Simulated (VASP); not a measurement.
Input:

```xyz
3
Lattice="1.5112 -2.6175 0.0000 1.5112 2.6175 0.0000 0.0000 0.0000 3.1953" Properties=species:S:1:pos:R:3 pbc="T T T"
Ti     0.0000     0.0000     0.0000
B      1.5112     0.8725     1.5976
B      1.5112    -0.8725     1.5976
```

Computed with revTPSS meta-GGA, VASP's PBE PAW potentials (set 64) (plane waves; VASP). Settings: 520 eV cut-off, 12×12×10 Γ-centred mesh, first-order Methfessel-Paxton smearing of 0.10 eV, potentials Ti_sv B.

Problem. What does the run give for the energy per atom (σ→0), band gap (on the k-mesh) with the smallest direct gap where there is one?

Solution. 
The band gap (on the k-mesh) is none (metal, semimetal or under 0.01 eV) and the energy per atom (σ→0) is -8.853 eV/atom.

Total energies compare only between runs with the same potentials, cut-off and functional.

The compound is TiB2 in the AlB2 type structure. It was relaxed first.
